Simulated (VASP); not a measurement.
# Mg3TlF (Pm-3m) in VASP: a series of runs

The runs below take Mg3TlF through single point, relaxation of cell and atoms, with PBE.

All numbers are computed with VASP 6.6.1; they aren't measurements. Logs are shortened: lines on timing, memory, paths and dates and some standing lists are left out, and cuts for length are marked.

## (1) The cell of the first run

The structure is cubic, space group Pm-3m (No. 221). Conventional cell: a = 4.616 Å, b = 4.616 Å, c = 4.616 Å, α = 90.00°, β = 90.00°, γ = 90.00°. Mg (site symmetry 4/mmm) is surrounded by 2 F at 2.31 Å. Around Tl (site symmetry m-3m) lie 12 Mg at 3.26 Å. F (site symmetry m-3m) is surrounded by 6 Mg at 2.31 Å.

The cell was built by a generator and needn't be a form met in nature.

## (2) Single point, PBE (random cell by space group and Wyckoff sites (Pm-3m, No. 221))

INCAR

```
SYSTEM = Mg3TlF
ALGO     = Normal         ! electronic algorithm
EDIFF    = 1E-6           ! SCF threshold, eV
ENCUT    = 520            ! plane-wave cutoff, eV
GGA      = PE             ! functional
ISIF     = 2              ! what is computed and relaxed
ISMEAR   = 0              ! smearing method
LASPH    = .TRUE.         ! aspherical terms in the spheres
LCHARG   = .FALSE.        ! write CHGCAR
LREAL    = .FALSE.        ! projectors in reciprocal space
LWAVE    = .FALSE.        ! write WAVECAR
NBANDS   = 21             ! bands
NELM     = 100            ! most SCF steps
PREC     = Accurate       ! precision mode
SIGMA    = 0.1            ! smearing width, eV
```

KPOINTS

```
k-points
0
G
  8 8 8
  0 0 0
```

POSCAR

```
Mg3TlF
1.0
    4.6163839461      0.0000000000      0.0000000000
    0.0000000000      4.6163839461      0.0000000000
    0.0000000000      0.0000000000      4.6163839461
Mg Tl F
3 1 1
Direct
    0.0000000000      0.5000000000      0.5000000000
    0.5000000000      0.0000000000      0.5000000000
    0.5000000000      0.5000000000      0.0000000000
    0.0000000000      0.0000000000      0.0000000000
    0.5000000000      0.5000000000      0.5000000000
```

Potentials or basis: VASP PAW PBE potentials, release 64 (Mg, Tl_d, F).

On the command line:

```console
cat potpaw_PBE.64/Mg/POTCAR potpaw_PBE.64/Tl_d/POTCAR potpaw_PBE.64/F/POTCAR > POTCAR
mpirun -np 1 vasp_std > vasp.out
```

OUTCAR:

```text
SYSTEM = Mg3TlF
   EDIFF = 1E-6
   ENCUT = 520
   GGA = PE
   ISIF = 2
   ISMEAR = 0
   LASPH = .TRUE.
   LREAL = .FALSE.
   NELM = 100
   PREC = Accurate

 ion  position               nearest neighbor table
   1  0.000  0.500  0.500-   5 2.31   5 2.31   4 3.26   2 3.26   3 3.26   4 3.26   2 3.26   4 3.26
                             4 3.26   2 3.26   3 3.26   3 3.26   3 3.26   2 3.26
   2  0.500  0.000  0.500-   5 2.31   5 2.31   4 3.26   1 3.26   3 3.26   4 3.26   1 3.26   3 3.26
                             3 3.26   3 3.26   1 3.26   4 3.26   4 3.26   1 3.26
   3  0.500  0.500  0.000-   5 2.31   5 2.31   4 3.26   1 3.26   1 3.26   2 3.26   2 3.26   2 3.26
                             4 3.26   2 3.26   1 3.26   4 3.26   1 3.26   4 3.26
   4  0.000  0.000  0.000-   1 3.26   2 3.26   3 3.26   1 3.26   2 3.26   1 3.26   3 3.26   1 3.26
                             2 3.26   3 3.26   2 3.26   3 3.26
   5  0.500  0.500  0.500-   1 2.31   2 2.31   3 2.31   3 2.31   2 2.31   1 2.31

  LATTYP: Found a simple cubic cell.
 ALAT       =     4.6163839461

  Lattice vectors:

 A1 = (   4.6163839461,   0.0000000000,   0.0000000000)
 A2 = (   0.0000000000,   4.6163839461,   0.0000000000)
 A3 = (   0.0000000000,   0.0000000000,   4.6163839461)

Analysis of symmetry for initial positions (statically):
=====================================================================
 Subroutine PRICEL returns:
 Original cell was already a primitive cell.

 Routine SETGRP: Setting up the symmetry group for a
 simple cubic supercell.

 Subroutine GETGRP returns: Found 48 space group operations
 (whereof 48 operations were pure point group operations)
 out of a pool of 48 trial point group operations.

The static configuration has the point symmetry O_h .

Analysis of symmetry for dynamics (positions and initial velocities):
=====================================================================
 Subroutine PRICEL returns:
 Original cell was already a primitive cell.

 Routine SETGRP: Setting up the symmetry group for a
 simple cubic supercell.

 Subroutine GETGRP returns: Found 48 space group operations
 (whereof 48 operations were pure point group operations)
 out of a pool of 48 trial point group operations.

The dynamic configuration has the point symmetry O_h .

 Subroutine INISYM returns: Found 48 space group operations
 (whereof 48 operations are pure point group operations),
 and found     1 'primitive' translations

----------------------------------------------------------------------------------------

                                     Primitive cell

  volume of cell :      98.3798

  direct lattice vectors                    reciprocal lattice vectors
     4.616383946  0.000000000  0.000000000     0.216619764  0.000000000  0.000000000
     0.000000000  4.616383946  0.000000000     0.000000000  0.216619764  0.000000000
     0.000000000  0.000000000  4.616383946     0.000000000  0.000000000  0.216619764

  length of vectors
     4.616383946  4.616383946  4.616383946     0.216619764  0.216619764  0.216619764

  position of ions in fractional coordinates (direct lattice)
     0.000000000  0.500000000  0.500000000
     0.500000000  0.000000000  0.500000000
     0.500000000  0.500000000  0.000000000
     0.000000000  0.000000000  0.000000000
     0.500000000  0.500000000  0.500000000

  ion indices of the primitive-cell ions
   primitive index   ion index
                 1           1
                 2           2
                 3           3
                 4           4
                 5           5

----------------------------------------------------------------------------------------

 KPOINTS: k-points

Automatic generation of k-mesh.
 Grid dimensions read from file:
 generate k-points for:    8    8    8

 Generating k-lattice:

  Cartesian coordinates                     Fractional coordinates (reciprocal lattice)
     0.027077470  0.000000000  0.000000000     0.125000000  0.000000000  0.000000000
     0.000000000  0.027077470  0.000000000     0.000000000  0.125000000  0.000000000
     0.000000000  0.000000000  0.027077470     0.000000000  0.000000000  0.125000000

  Length of vectors
     0.027077470  0.027077470  0.027077470

  Shift w.r.t. Gamma in fractional coordinates (k-lattice)
     0.000000000  0.000000000  0.000000000

 Subroutine IBZKPT returns following result:
 ===========================================

 Found     35 irreducible k-points:

 Following reciprocal coordinates:
            Coordinates               Weight
  0.000000  0.000000  0.000000      1.000000
  0.125000  0.000000  0.000000      6.000000
  0.250000  0.000000  0.000000      6.000000
  0.375000  0.000000  0.000000      6.000000
  0.500000  0.000000  0.000000      3.000000
  0.125000  0.125000  0.000000     12.000000
[... 16 lines left out ...]
  0.375000  0.375000  0.125000     24.000000
  0.500000  0.375000  0.125000     24.000000
 [... further k-points ...]
   k-points           NKPTS =     35   k-points in BZ     NKDIM =     35   number of bands    NBANDS=     21
   number of dos      NEDOS =    301   number of ions     NIONS =      5
   total plane-waves  NPLWV =  46656
   dimension x,y,z NGX =    36 NGY =   36 NGZ =   36
   dimension x,y,z NGXF=    72 NGYF=   72 NGZF=   72
   ions per type =               3   1   1
   NGX,Y,Z   is equivalent  to a cutoff of  12.96, 12.96, 12.96 a.u.
   NGXF,Y,Z  is equivalent  to a cutoff of  25.93, 25.93, 25.93 a.u.
 SYSTEM =  Mg3TlF
   PREC   = accura    normal or accurate (medium, high low for compatibility)
   ISTART =      0    job   : 0-new  1-cont  2-samecut
   ICHARG =      2    charge: 1-file 2-atom 10-const
   ISPIN  =      1    spin polarized calculation?
   LNONCOLLINEAR =      F non collinear calculations
   LSORBIT =      F    spin-orbit coupling
   LASPH  =      T    aspherical Exc in radial PAW
   ENCUT  =  520.0 eV  38.22 Ry    6.18 a.u.   8.58  8.58  8.58*2*pi/ulx,y,z
   NELM   =    100;   NELMIN=  2; NELMDL= -5     # of ELM steps
   EDIFF  = 0.1E-05   stopping-criterion for ELM
   LREAL  =      F    real-space projection
   EDIFFG = 0.1E-04   stopping-criterion for IOM
   NSW    =      0    number of steps for IOM
   IBRION =     -1    ionic relax: 0-MD 1-quasi-New 2-CG
   NFREE  =      0    steps in history (QN), initial steepest desc. (CG)
   ISIF   =      2    stress and relaxation
   ISYM   =      2    0-nonsym 1-usesym 2-fastsym
   POTIM  = 0.5000    time-step for ionic-motion
   TEBEG  =    0.0;   TEEND  =   0.0 temperature during run
   PSTRESS=    0.0 pullay stress
   NELECT =      26.0000    total number of electrons
   NUPDOWN=      -1.0000    fix difference up-down
   EMIN   =  10.00;   EMAX   =-10.00  energy-range for DOS
   EFERMI =   0.00;   METHOD = LEGACY
   ISMEAR =     0;   SIGMA  =   0.10  broadening in eV -4-tet -1-fermi 0-gaus
   EFERMI_NEDOS =   21; number of points for ismear=-14 and -15
   IALGO  =     38    algorithm
   IMIX   =      4    mixing-type and parameters
     AMIX     =   0.40;   BMIX     =  1.00
     AMIX_MAG =   1.60;   BMIX_MAG =  1.00
  volume/ion in A,a.u.               =      19.68       132.78
  Fermi-wavevector in a.u.,A,eV,Ry     =   1.050584  1.985315 15.017108  1.103726
  Thomas-Fermi vector in A             =   2.185593
   LORBIT       =      0    0 simple, 1 ext, 2 COOP (PROOUT), +10 PAW based schemes
   GGA     = PE    functional components
   LHFCALC =     F    Hartree Fock is set to
   AEXX    =    0.0000 exact exchange contribution
   IVDW    =     0    specifies the selected vdW correction
   LEPSILON=     F    determine dielectric tensor
   LRPA    =     F    only Hartree local field effects (RPA)
 non-spin polarized calculation
 Gauss-broadening in eV      SIGMA  =   0.10
  energy-cutoff  :      520.00
  volume of cell :       98.38
 maximum number of plane-waves:      2680
 NGX is ok and might be reduce to    36
   NGX = 17   NGY = 17   NGZ = 17

 number of electron      26.0000011 magnetization

 Free energy of the ion-electron system (eV)
  ---------------------------------------------------
  ext. energy  EPLUGINS =         0.00000000
  ---------------------------------------------------
  free energy    TOTEN  =       -12.44330116 eV

  energy without entropy =      -12.43494112  energy(sigma->0) =      -12.43912114

 E-fermi :   4.8089     XC(G=0):  -9.3751

 val. band max:        4.7941108532   @ k =   0.5000   0.3750   0.1250
 cond. band min:       4.8918784146   @ k =   0.3750   0.0000   0.0000
 fundamental gap:      0.0977675614
 Fermi energy:         4.8089267572

 k-point     1 :       0.0000    0.0000    0.0000
  band No.  band energies     occupation
      1     -21.6726      2.00000
      2      -6.6369      2.00000
      3      -6.6369      2.00000
      4      -6.5983      2.00000
      5      -6.5983      2.00000
      6      -6.5983      2.00000
[... 13 lines left out ...]
     20      10.6924      0.00000
     21      10.6924      0.00000

 k-point     2 :       0.1250    0.0000    0.0000
  band No.  band energies     occupation
      1     -21.6715      2.00000
      2      -6.6360      2.00000
      3      -6.6285      2.00000
      4      -6.6023      2.00000
      5      -6.6023      2.00000
      6      -6.5979      2.00000
[... 13 lines left out ...]
     20      10.7585      0.00000
     21      11.3453      0.00000

 k-point     3 :       0.2500    0.0000    0.0000
  band No.  band energies     occupation
      1     -21.6687      2.00000
      2      -6.6336      2.00000
      3      -6.6120      2.00000
      4      -6.6120      2.00000
      5      -6.6085      2.00000
      6      -6.5970      2.00000
[... 13 lines left out ...]
     20      10.2072      0.00000
     21      10.9428      0.00000
[... 457 lines left out ...]
 k-point    23 :       0.3750    0.3750    0.1250
  band No.  band energies     occupation
      1     -21.6567      2.00000
      2      -6.6480      2.00000
      3      -6.6221      2.00000
      4      -6.6217      2.00000
      5      -6.5974      2.00000
      6      -6.5519      2.00000
[... 13 lines left out ...]
     20      10.1985      0.00000
     21      11.5961      0.00000

 k-point    24 :       0.5000    0.3750    0.1250
  band No.  band energies     occupation
      1     -21.6554      2.00000
      2      -6.6526      2.00000
      3      -6.6256      2.00000
      4      -6.6213      2.00000
      5      -6.5954      2.00000
      6      -6.5440      2.00000
[... 13 lines left out ...]
     20      10.3742      0.00000
     21      11.9782      0.00000

 [... further k-points ...]

------------------------ aborting loop because EDIFF is reached ----------------------------------------

  FORCE on cell =-STRESS in cart. coord.  units (eV):
  Direction    XX          YY          ZZ          XY          YZ          ZX
  --------------------------------------------------------------------------------------
  -------------------------------------------------------------------------------------
  Total       -0.1691901     -0.1691901     -0.1691901      0.0000000      0.0000000      0.0000000
  in kB       -2.7553696     -2.7553696     -2.7553696      0.0000000      0.0000000      0.0000000
  external PRESSURE =      -2.7553696 kB  Pullay stress =       0.0000000 kB

 VOLUME and BASIS-vectors are now :
 -----------------------------------------------------------------------------
  energy-cutoff  :      520.00
  volume of cell :       98.38
      direct lattice vectors                 reciprocal lattice vectors
     4.616383946  0.000000000  0.000000000     0.216619764  0.000000000  0.000000000
     0.000000000  4.616383946  0.000000000     0.000000000  0.216619764  0.000000000
     0.000000000  0.000000000  4.616383946     0.000000000  0.000000000  0.216619764

 POSITION                                       TOTAL-FORCE (eV/Angst)
 -----------------------------------------------------------------------------------
      0.00000      2.30819      2.30819         0.000000      0.000000      0.000000
      2.30819      0.00000      2.30819         0.000000      0.000000      0.000000
      2.30819      2.30819      0.00000         0.000000      0.000000      0.000000
      0.00000      0.00000      0.00000         0.000000      0.000000      0.000000
      2.30819      2.30819      2.30819         0.000000      0.000000      0.000000
 -----------------------------------------------------------------------------------
    total drift:                                0.000000      0.000000      0.000000

  FREE ENERGIE OF THE ION-ELECTRON SYSTEM (eV)
  ---------------------------------------------------
  free  energy   TOTEN  =       -12.4433011569 eV

  energy  without entropy=      -12.4349411155  energy(sigma->0) =      -12.43912114
```

Run time: 22 s. Hardware: 1 thread of Intel Xeon 6975P-C (Granite Rapids), shared host; peak memory 0.25 GiB.

Results:

```yaml
Free_energy: -12.4433 eV
Pressure: -0.3 GPa
Band_gap_on_the_k_mesh: none (metal or under the smearing width)
```

Spin-orbit coupling is left out, which matters for the levels of Tl.

## (3) Relaxation of cell and atoms, PBE (random cell by space group and Wyckoff sites (Pm-3m, No. 221))

INCAR

```
PREC     = Accurate       # precision mode
ENCUT    = 600            # plane-wave cutoff, eV
EDIFF    = 1E-7           # SCF threshold, eV
ISMEAR   = 0              # smearing method
SIGMA    = 0.1            # smearing width, eV
LREAL    = False          # projectors in reciprocal space
LASPH    = True           # aspherical terms in the spheres
NELM     = 100            # most SCF steps
ALGO     = Fast           # electronic algorithm
ISIF     = 3              # what is computed and relaxed
LWAVE    = False          # write WAVECAR
LCHARG   = False          # write CHGCAR
GGA      = PE             # functional
IBRION   = 2              # ionic algorithm
NSW      = 100            # ionic steps
EDIFFG   = -0.01          # ionic threshold
```

KPOINTS

```
Automatic mesh
0
Gamma
  8 8 8
```

POSCAR, as its differences from that of step 2:

```diff
@@ -2,5 +2,5 @@
 1.0
-    4.6163839461      0.0000000000      0.0000000000
-    0.0000000000      4.6163839461      0.0000000000
-    0.0000000000      0.0000000000      4.6163839461
+    4.6186716278      0.0000000000      0.0000000000
+    0.0000000000      4.6186716278      0.0000000000
+    0.0000000000      0.0000000000      4.6186716278
 Mg Tl F
```

Potentials or basis: VASP PAW PBE potentials, release 64 (Mg, Tl_d, F).

On the command line:

```console
cat potpaw_PBE.64/Mg/POTCAR potpaw_PBE.64/Tl_d/POTCAR potpaw_PBE.64/F/POTCAR > POTCAR
mpirun -np 1 vasp_std > vasp.out
```

It took 63 s on 1 thread of Intel Xeon 6975P-C (Granite Rapids), shared host; peak memory 0.3 GiB.

Results (log left out):

| Quantity | Value |
| --- | --- |
| Free energy | -12.4465 eV |
| Relaxed volume | 19.53 Å³/atom |
| Relaxed cell | a = 4.605 Å, b = 4.605 Å, c = 4.605 Å, α = 90.00°, β = 90.00°, γ = 90.00° |
| Space group after relaxing (to 0.05 Å) | Pm-3m (No. 221) |
| Energy gained by relaxing | 0.2 meV/atom |
| Ionic steps | 3 |
| Pressure after relaxing | 0.0 GPa |
| Band gap on the k mesh | none (metal or under the smearing width) |

Step by step:
```
step  energy change (eV)  largest force (eV/Å)  pressure (GPa)  volume (Å³)
   1              0.0000                0.0000           -0.36        98.53
   2             -0.0009                0.0000           -0.10        97.90
   3             -0.0010                0.0000           -0.01        97.67
```

Final structure:
```yaml
crystal:
  lattice:
    - [4.60522, 0.00000, 0.00000]
    - [0.00000, 4.60522, 0.00000]
    - [0.00000, 0.00000, 4.60522]
  atoms:
    - { symbol: Mg, position: [0.00000, 0.50000, 0.50000] }
    - { symbol: Mg, position: [0.50000, 0.00000, 0.50000] }
    - { symbol: Mg, position: [0.50000, 0.50000, 0.00000] }
    - { symbol: Tl, position: [0.00000, 0.00000, 0.00000] }
    - { symbol: F, position: [0.50000, 0.50000, 0.50000] }
```

Levels at points of the mesh, in eV from the Fermi level:
```
           k point  band 10  band 11  band 12  band 13  band 14  band 15  band 16  band 17
(0.00, 0.00, 0.00)    -8.38    -0.34    -0.34    -0.34    -0.08     0.70     0.70     5.76
(0.50, 0.00, 0.00)    -6.84    -4.75     0.17     0.17     1.49     2.23     2.28     2.87
(0.50, 0.50, 0.00)    -6.70    -3.09    -3.09    -1.55     1.59     2.40     2.93     2.93
(0.50, 0.50, 0.50)    -5.96    -2.65    -2.65    -2.65     0.10     0.10     0.10     1.26
```

Spin-orbit coupling is left out, which matters for the levels of Tl.

(Continued in part 2 of 2.)
